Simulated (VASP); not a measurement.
Given:

```
CELL_PARAMETERS angstrom
      2.92514     0.00000     0.00000
     -1.46257     2.53324     0.00000
      0.00000     0.00000     4.71886
ATOMIC_POSITIONS crystal
  Nb 0.00000 0.00000 0.00000
  H  0.33333 0.66667 0.25200
  H  0.66667 0.33333 0.74800
```

Computed with PBE GGA, VASP's PBE PAW potentials (set 64) (plane waves; VASP 6.6.1). Settings: 300 eV cut-off, 13×13×7 Γ-centred mesh, Gaussian smearing of 0.14 eV, potentials Nb_sv H.

Question: Give the energies of bands 5 to 10 at the high-symmetry points, in eV from the Fermi level.

Answer: 
```
band      Γ      M      K      A      L      H
----  -----  -----  -----  -----  -----  -----
5     -7.92  -6.01  -4.57  -7.16  -6.19  -4.65
6     -3.23  -3.25  -4.57  -5.18  -3.01  -4.65
7     -2.54  -2.78  -0.79  -1.31  -2.71  -0.86
8     -0.01   0.05  -0.79  -0.01   1.09  -0.86
9     -0.01   1.54   0.67  -0.01   1.45   1.46
10     2.59   4.70   4.18   2.55   3.49   5.13
```

It has no gap at this level: it comes out as a metal or semimetal.

The structure was generated: NbH2 was put into an ordered model structure, which need not be its known phase. The cell was not relaxed at this level. The electron count is odd and the run is not spin-polarised, which forces a metal.
